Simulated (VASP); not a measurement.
Input for VASP

### INCAR
```
SYSTEM = TiN
PREC = Accurate
ENCUT = 520
EDIFF = 1E-6
NELM = 100
ALGO = Normal
LREAL = .FALSE.
LASPH = .TRUE.
ISMEAR = 1
SIGMA = 0.1
GGA = PE
LMAXMIX = 4
LWAVE = .FALSE.
LCHARG = .FALSE.
ISIF = 2
```

### POSCAR
```
TiN
1
    2.1200000000     0.0000000000     2.1200000000
    0.0000000000     2.1200000000     2.1200000000
    2.1200000000     2.1200000000     0.0000000000
Ti N
1 1
Direct
  0.0000000000   0.0000000000   0.0000000000
  0.5000000000   0.5000000000   0.5000000000
```

**KPOINTS**
```
Automatic mesh
0
Gamma
11 11 11
0 0 0
```

POTCAR, in this order: Ti_sv N (PBE.64 set). Program: vasp_std.

The resulting files:

File standard output:
```
 -----------------------------------------------------------------------------
|                                                                             |
|     EEEEEEE  RRRRRR   RRRRRR   OOOOOOO  RRRRRR      ###     ###     ###     |
|     E        R     R  R     R  O     O  R     R     ###     ###     ###     |
|     E        R     R  R     R  O     O  R     R     ###     ###     ###     |
|     EEEEE    RRRRRR   RRRRRR   O     O  RRRRRR       #       #       #      |
|     E        R   R    R   R    O     O  R   R                               |
|     E        R    R   R    R   O     O  R    R      ###     ###     ###     |
|     EEEEEEE  R     R  R     R  OOOOOOO  R     R     ###     ###     ###     |
|                                                                             |
|     ERROR: the triple product of the basis vectors is negative exchange     |
|     two basis vectors                                                       |
|                                                                             |
|       ---->  I REFUSE TO CONTINUE WITH THIS SICK JOB ... BYE!!! <----       |
|                                                                             |
 -----------------------------------------------------------------------------
```

Task: From input and log, find the fault in this run and mend it.

Result: The cause: the lattice vectors form a left-handed set. VASP stops with an error: ERROR: the triple product of the basis vectors is negative exchange two basis vectors ----> I REFUSE TO CONTINUE WITH THIS SICK JOB ... BYE!!! <---- To mend it, correct POSCAR.
POSCAR:
```
TiN
1
    0.0000000000     2.1200000000     2.1200000000
    2.1200000000     0.0000000000     2.1200000000
    2.1200000000     2.1200000000     0.0000000000
Ti N
1 1
Direct
  0.0000000000   0.0000000000   0.0000000000
  0.5000000000   0.5000000000   0.5000000000
```
The mended run (PBE GGA, plane waves, VASP's PBE PAW potentials (set 64)) converges, and its OSZICAR ends with
```
   1 F= -.19627626E+02 E0= -.19627128E+02  d E =-.149262E-02
```

The compound is TiN in the rock salt structure. The cell was not relaxed at this level.
